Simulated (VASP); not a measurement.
## BeZn2Se3: single point with PBE

Crystal: BeZn2Se3.

```
Be Zn Se
1.0
     3.39136   -5.90017    0.00000
     3.39136    5.90017    0.00000
    -2.21506    0.00000    6.39673
Be Zn Se
2 4 6
Direct
  0.92217 0.08014 0.00214
  0.08014 0.92217 0.50214
  0.58554 0.41637 0.00002
  0.24442 0.75393 0.99977
  0.41637 0.58554 0.50002
  0.75393 0.24442 0.49977
  0.96060 0.81703 0.14400
  0.26804 0.43687 0.11429
  0.64653 0.11902 0.11492
  0.43687 0.26804 0.61429
  0.81703 0.96060 0.64400
  0.11902 0.64653 0.61491
```

The cell was built by a generator and needn't be a form met in nature.

```yaml
Program: VASP 6.6.1
Task: single point
Functional: PBE
Potentials_or_basis: VASP PAW PBE potentials, release 64 (Be, Zn, Se)
Cutoff: 520 eV
k_mesh: 3 × 3 × 3
Occupations: gaussian, width 0.05 eV
Spin: no spin polarisation
Further_INCAR_settings: PREC = Normal; LREAL = Auto; ALGO = Fast; EDIFF = 1e-05; NBANDS = 56
```

```
Pressure               : -0.1 GPa
Largest force          : 0.011 eV/Å
Band gap on the k mesh : 1.94 eV, direct
```

Forces on the atoms (eV/Å):
```
Be  -0.004 -0.003  0.001
Be  -0.004  0.003  0.001
Zn   0.003 -0.006  0.002
Zn  -0.003  0.002  0.004
Zn   0.003  0.006  0.002
Zn  -0.003 -0.002  0.004
Se  -0.004 -0.003  0.001
Se   0.008 -0.005 -0.005
Se  -0.001 -0.009 -0.003
Se   0.008  0.005 -0.005
Se  -0.004  0.003  0.001
Se  -0.001  0.009 -0.003
```

Levels at points of the mesh, in eV from the valence-band top:
```csv
k point,band 40,band 41,band 42,band 43,band 44,band 45,band 46,band 47,band 48,band 49
"(0.00, 0.00, 0.00)",-0.86,-0.84,-0.03,0.00,0.00,1.94,2.73,3.76,4.04,4.97
```

Run time: 2.4 min on 1 thread of AMD EPYC 7R13 Processor (Zen 3) (shared host), peak memory 0.26 GiB.
